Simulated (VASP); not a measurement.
# CuAu: phonons from a supercell, part 2 of 3

Aim: the phonon dispersion and thermal properties of CuAu. The start is a cell from a database of measured crystal structures.

VASP 6.6.1; LDA; plane waves and PAW (Au, Cu).

So far. Step 2 (Relax the host): An edge changed by 5 % against the database cell. Step 3 (Relax the host again, on a new basis): The start already met the threshold, so nothing moved. The relaxed cell has a = 2.805, c = 3.506 Å (conventional setting).

The database entry behind the starting cell is an old determination (1936), so it need not match the best structure at ambient conditions.

## (4) Tight relaxation

Force constants are second derivatives, so residual forces and stress must first be far smaller than in an ordinary relaxation. Smearing and cutoff differ from the relaxation before, which can move the cell too.

The input, INCAR:

```
SYSTEM = CuAu
PREC = Accurate
ENCUT = 360
EDIFF = 1E-08
NELM = 120
ISMEAR = 1
SIGMA = 0.2
LREAL = .FALSE.
ALGO = Fast
GGA = CA
NBANDS = 17
LASPH = .TRUE.
LORBIT = 11
LWAVE = .FALSE.
LCHARG = .FALSE.
KPAR = 4
IBRION = 1
NSW = 30
ISIF = 3
EDIFFG = -0.002
POTIM = 0.4
```

The input, POSCAR:

```
CuAu
1.0
    2.8051392089      0.0000000000      0.0000000000
    0.0000000000      2.8051392089      0.0000000000
    0.0000000000      0.0000000000      3.5059143778
Au Cu
1 1
Direct
    0.0000000000      0.0000000000      0.0000000000
    0.5000000000      0.5000000000      0.5000000000
```

The input, KPOINTS:

```
Automatic mesh
0
Gamma
12 12 9
0 0 0
```

PAW data sets: Au and Cu (LDA family, release 64).

On the command line:

```sh
> mpirun -np 4 vasp_std
```

What it wrote:

```text
[... set-up lines as in an earlier step ...]
 entering main loop
       N       E                     dE             d eps       ncg     rms          rms(c)
DAV:   1     0.926308034051E+02    0.92631E+02   -0.88879E+03  5433   0.141E+03
DAV:   2    -0.763360170925E+01   -0.10026E+03   -0.94419E+02  4868   0.250E+02
DAV:   3    -0.103740021896E+02   -0.27404E+01   -0.27096E+01  5864   0.522E+01
DAV:   4    -0.104100601124E+02   -0.36058E-01   -0.36042E-01  5958   0.477E+00
DAV:   5    -0.104110217613E+02   -0.96165E-03   -0.96162E-03  6713   0.821E-01    0.132E+01
RMM:   6    -0.975460688158E+01    0.65641E+00   -0.52206E+00  4782   0.390E+01    0.619E+00
RMM:   7    -0.937451291991E+01    0.38009E+00   -0.22134E+00  4873   0.227E+01    0.623E+00
RMM:   8    -0.927607802449E+01    0.98435E-01   -0.25250E-01  4899   0.693E+00    0.255E+00
RMM:   9    -0.928299372046E+01   -0.69157E-02   -0.79077E-02  4820   0.525E+00    0.109E+00
RMM:  10    -0.926949064434E+01    0.13503E-01   -0.63657E-02  4980   0.372E+00    0.291E-01
RMM:  11    -0.926969049133E+01   -0.19985E-03   -0.92231E-03  5008   0.994E-01    0.194E-01
RMM:  12    -0.926978026867E+01   -0.89777E-04   -0.15913E-03  5417   0.387E-01    0.136E-01
RMM:  13    -0.926955788718E+01    0.22238E-03   -0.45793E-04  4973   0.333E-01    0.620E-02
RMM:  14    -0.926953948994E+01    0.18397E-04   -0.18282E-04  5342   0.133E-01    0.646E-03
RMM:  15    -0.926954211451E+01   -0.26246E-05   -0.30735E-05  5332   0.538E-02    0.720E-03
RMM:  16    -0.926954227743E+01   -0.16293E-06   -0.58083E-06  5603   0.220E-02    0.120E-02
RMM:  17    -0.926954223831E+01    0.39121E-07   -0.16364E-06  5090   0.115E-02    0.107E-02
RMM:  18    -0.926954197949E+01    0.25882E-06   -0.41989E-07  4938   0.957E-03    0.317E-03
RMM:  19    -0.926954197340E+01    0.60950E-08   -0.18875E-07  5010   0.347E-03    0.125E-03
RMM:  20    -0.926954197490E+01   -0.14979E-08   -0.31669E-08  3688   0.194E-03
   1 F= -.92695420E+01 E0= -.92688041E+01  d E =-.926954E+01
 BRION: g(F)=  0.000E+00 g(S)=  0.620E-05
 bond charge predicted
       N       E                     dE             d eps       ncg     rms          rms(c)
DAV:   1    -0.926965296306E+01   -0.11099E-03   -0.15993E-03  5941   0.802E-01    0.801E-02
RMM:   2    -0.926958618801E+01    0.66775E-04   -0.44293E-04  4819   0.346E-01    0.548E-02
RMM:   3    -0.926955104231E+01    0.35146E-04   -0.15117E-04  4828   0.194E-01    0.336E-02
RMM:   4    -0.926954457007E+01    0.64722E-05   -0.23567E-05  4931   0.618E-02    0.129E-02
RMM:   5    -0.926954427557E+01    0.29450E-06   -0.49220E-06  4838   0.372E-02    0.971E-03
RMM:   6    -0.926954388458E+01    0.39099E-06   -0.54169E-06  5058   0.335E-02    0.425E-03
RMM:   7    -0.926954370447E+01    0.18011E-06   -0.10098E-06  4938   0.147E-02    0.161E-03
RMM:   8    -0.926954373807E+01   -0.33601E-07   -0.34791E-07  4644   0.461E-03    0.229E-03
RMM:   9    -0.926954375357E+01   -0.15501E-07   -0.40719E-08  3989   0.252E-03    0.221E-03
RMM:  10    -0.926954377621E+01   -0.22638E-07   -0.19279E-08  3463   0.191E-03    0.261E-03
RMM:  11    -0.926954377489E+01    0.13260E-08   -0.75201E-09  3021   0.894E-04
   2 F= -.92695438E+01 E0= -.92688072E+01  d E =-.179999E-05
[... from here on, the cycles between the ionic steps are left out ...]
   3 F= -.92695444E+01 E0= -.92688064E+01  d E =-.662197E-06
   4 F= -.92695455E+01 E0= -.92688073E+01  d E =-.109122E-05
   5 F= -.92695461E+01 E0= -.92688076E+01  d E =-.619225E-06
   6 F= -.92695465E+01 E0= -.92688078E+01  d E =-.341878E-06
   7 F= -.92695476E+01 E0= -.92688082E+01  d E =-.113935E-05
   8 F= -.92695478E+01 E0= -.92688084E+01  d E =-.156155E-06
   9 F= -.92695479E+01 E0= -.92688083E+01  d E =-.808527E-07
  10 F= -.92695478E+01 E0= -.92688081E+01  d E =0.422569E-07
  11 F= -.92695480E+01 E0= -.92688083E+01  d E =-.188145E-06
  12 F= -.92695484E+01 E0= -.92688083E+01  d E =-.420578E-06
  13 F= -.92695486E+01 E0= -.92688084E+01  d E =-.150732E-06
  14 F= -.92695489E+01 E0= -.92688085E+01  d E =-.334710E-06
  15 F= -.92695487E+01 E0= -.92688084E+01  d E =0.226953E-06
  16 F= -.92695478E+01 E0= -.92688080E+01  d E =0.845734E-06
  17 F= -.92695485E+01 E0= -.92688083E+01  d E =-.680980E-06
  18 F= -.92695489E+01 E0= -.92688083E+01  d E =-.339520E-06
  19 F= -.92695490E+01 E0= -.92688084E+01  d E =-.172196E-06
  20 F= -.92695494E+01 E0= -.92688084E+01  d E =-.341589E-06
  21 F= -.92695497E+01 E0= -.92688084E+01  d E =-.270983E-06
  22 F= -.92695500E+01 E0= -.92688084E+01  d E =-.320113E-06
  23 F= -.92695503E+01 E0= -.92688084E+01  d E =-.281544E-06
  24 F= -.92695518E+01 E0= -.92688061E+01  d E =-.150683E-05
  25 F= -.92695543E+01 E0= -.92688017E+01  d E =-.250720E-05
  26 F= -.92690220E+01 E0= -.92680759E+01  d E =0.532238E-03
  27 F= -.92695520E+01 E0= -.92687920E+01  d E =-.530013E-03
  28 F= -.92695533E+01 E0= -.92688049E+01  d E =-.128583E-05
 BRION: g(F)=  0.211E-62 g(S)=  0.988E-05 retain N=  1 mean eig= 0.80
 eig:   0.798
 bond charge predicted
       N       E                     dE             d eps       ncg     rms          rms(c)
DAV:   1    -0.926965294054E+01   -0.99610E-04   -0.43056E-03  5467   0.588E-01    0.652E-02
RMM:   2    -0.926958115650E+01    0.71784E-04   -0.89302E-05  4938   0.141E-01    0.363E-02
RMM:   3    -0.926957003150E+01    0.11125E-04   -0.59583E-05  4976   0.116E-01    0.355E-02
RMM:   4    -0.926955448931E+01    0.15542E-04   -0.26132E-05  4997   0.744E-02    0.888E-03
RMM:   5    -0.926955414564E+01    0.34367E-06   -0.80082E-06  5043   0.263E-02    0.498E-03
RMM:   6    -0.926955428841E+01   -0.14277E-06   -0.25019E-06  4853   0.232E-02    0.299E-03
RMM:   7    -0.926955421575E+01    0.72661E-07   -0.72175E-07  5039   0.119E-02    0.301E-04
 num prob RMM:   8    -0.926955424200E+01   -0.26246E-07   -0.25214E-07  4321   0.382E-03    0.493E-04
RMM:   9    -0.926955424310E+01   -0.11050E-08   -0.33373E-08  3753   0.255E-03
  29 F= -.92695542E+01 E0= -.92688005E+01  d E =-.916097E-06
 BRION: g(F)=  0.247E-61 g(S)=  0.547E-07 retain N=  1 mean eig= 0.91
 eig:   0.909
 reached required accuracy - stopping structural energy minimisation
```

It took 68 s on 4 MPI ranks of Intel Xeon 6975P-C (Granite Rapids), shared host; peak memory 0.66 GiB.

OUTCAR, selected parts (step 4):

```text
The static configuration has the point symmetry D_4h.

 Found    140 irreducible k-points:

   ENCUT  =  360.0 eV  26.46 Ry    5.14 a.u.   4.34  4.34  5.42*2*pi/ulx,y,z

   NELECT =      22.0000    total number of electrons

 E-fermi :   9.2657

 k-point     1 :       0.0000    0.0000    0.0000
  band No.  band energies     occupation
    ...
      7       6.4033      2.00000
      8       7.1250      2.00000
      9       7.5548      2.00000
     10       7.7873      2.00000
     11       7.7873      2.00000
     12      12.1308     -0.00000
     13      18.8355      0.00000
     14      18.8355      0.00000
     15      18.8478      0.00000
     16      26.1660      0.00000
    ...

 k-point     2 :       0.0833    0.0000    0.0000
  band No.  band energies     occupation
    ...
      7       6.4271      2.00000
      8       7.1092      2.00000
      9       7.4670      2.00000
     10       7.5465      2.00000
     11       7.7466      2.00000
     12      12.5838     -0.00000
     13      17.5460      0.00000
     14      19.1293      0.00000
     15      19.1667      0.00000
     16      25.9321      0.00000
    ...

  Total       -0.0011655     -0.0011655     -0.0003457      0.0000000      0.0000000     -0.0000000
  in kB       -0.0676683     -0.0676683     -0.0200730      0.0000000      0.0000000     -0.0000000
  external PRESSURE =      -0.0518032 kB  Pullay stress =       0.0000000 kB

  energy-cutoff  :      360.00
  volume of cell :       27.60
      direct lattice vectors                 reciprocal lattice vectors
     2.809394446 -0.000000000  0.000000000     0.355948593  0.000000000  0.000000000
    -0.000000000  2.809394446 -0.000000000    -0.000000000  0.355948593  0.000000000
    -0.000000000 -0.000000000  3.496293345    -0.000000000  0.000000000  0.286017191

 POSITION                                       TOTAL-FORCE (eV/Angst)
 -----------------------------------------------------------------------------------
     -0.00000     -0.00000     -0.00000        -0.000000     -0.000000      0.000000
      1.40470      1.40470      1.74815         0.000000      0.000000      0.000000
 -----------------------------------------------------------------------------------
    total drift:                                0.000000     -0.000000     -0.000000

  FREE ENERGIE OF THE ION-ELECTRON SYSTEM (eV)
  ---------------------------------------------------
  free  energy   TOTEN  =        -9.2695542431 eV

  energy  without entropy=       -9.2672928968  energy(sigma->0) =       -9.26880046

 total charge
# of ion       s       p       d       tot
------------------------------------------
    1        0.628   0.458   8.707   9.793
    2        0.404   0.364   9.229   9.998
--------------------------------------------------
tot          1.032   0.822  17.936  19.790

[... 7 parts as in an earlier step ...]

[... 5 further parts left out ...]
```

CONTCAR:

```
CuAu
   1.00000000000000
     2.8093944457731510   -0.0000000000000000    0.0000000000000001
    -0.0000000000000000    2.8093944457731510   -0.0000000000000000
    -0.0000000000000001   -0.0000000000000005    3.4962933449972433
  Au              Cu
     1     1
Direct
    -0.0000000000000000   -0.0000000000000000   -0.0000000000000000
     0.5000000000000000    0.5000000000000000    0.5000000000000000
```

Relaxation path (22 of 29):

```tsv
step	energy less that of the first step (eV)	largest force (eV/Å)	pressure (GPa)	volume (Å³)
1	0.0000	0.0000	0.06	27.59
2	0.0000	0.0000	-0.16	27.60
4	0.0000	0.0000	0.00	27.59
5	0.0000	0.0000	0.03	27.60
6	0.0000	0.0000	0.02	27.60
8	0.0000	0.0000	-0.07	27.60
9	0.0000	0.0000	-0.03	27.60
10	0.0000	0.0000	-0.06	27.60
12	0.0000	0.0000	0.01	27.60
13	0.0000	0.0000	-0.03	27.60
14	0.0000	0.0000	-0.08	27.60
16	0.0000	0.0000	0.01	27.60
17	0.0000	0.0000	0.00	27.60
18	0.0000	0.0000	0.03	27.60
20	0.0000	0.0000	0.02	27.60
21	0.0000	0.0000	0.00	27.60
22	0.0000	0.0000	-0.01	27.60
24	0.0000	0.0000	-0.06	27.60
25	0.0000	0.0000	-0.06	27.60
26	0.0005	0.0000	0.78	27.48
28	0.0000	0.0000	-0.08	27.60
29	0.0000	0.0000	-0.01	27.60
```

```tsv
conventional cell, symmetrised	before	after	change
a (Å)	2.805	2.809	+0.2 %
b (Å)	2.805	2.809	+0.2 %
c (Å)	3.506	3.496	-0.3 %
volume (Å³/atom)	13.79	13.80	+0.0 %
```

The relaxed structure:

```cif
data_structure
_symmetry_space_group_name_H-M 'P 1'
_symmetry_Int_Tables_number 1
_cell_length_a 2.8094
_cell_length_b 2.8094
_cell_length_c 3.4963
_cell_angle_alpha 90.000
_cell_angle_beta 90.000
_cell_angle_gamma 90.000
_cell_volume 27.60
loop_
_atom_site_label
_atom_site_type_symbol
_atom_site_fract_x
_atom_site_fract_y
_atom_site_fract_z
_atom_site_occupancy
Au1 Au 0.00000 0.00000 0.00000 1
Cu2 Cu 0.50000 0.50000 0.50000 1
```

This step gave:

```yaml
electronic_cycles: 223
free_energy_toten: -9.270 eV
energy_at_zero_smearing: -9.269 eV
fermi_energy: 9.266 eV
pressure: -0.005180 GPa
```

The run ended after 29 ionic steps, 0.000 eV below its first step, once forces and stress met EDIFFG = -0.002.

[end of part 2 of 3]

[Lines on the potential files, build, host, timing and source positions are cut from VASP's logs without a mark.]

[Logs are printed without paths, hosts, clocks, repeated set-up lines and the standing remarks that a program may print on its own settings, such as how far it seeks lower states.]

[Hosts, paths, dates, database ids (printed as entryN), source tags and the programs' standing remarks are cut or masked in the printed files.]

[Runs that stopped without an error message from VASP are left out.]
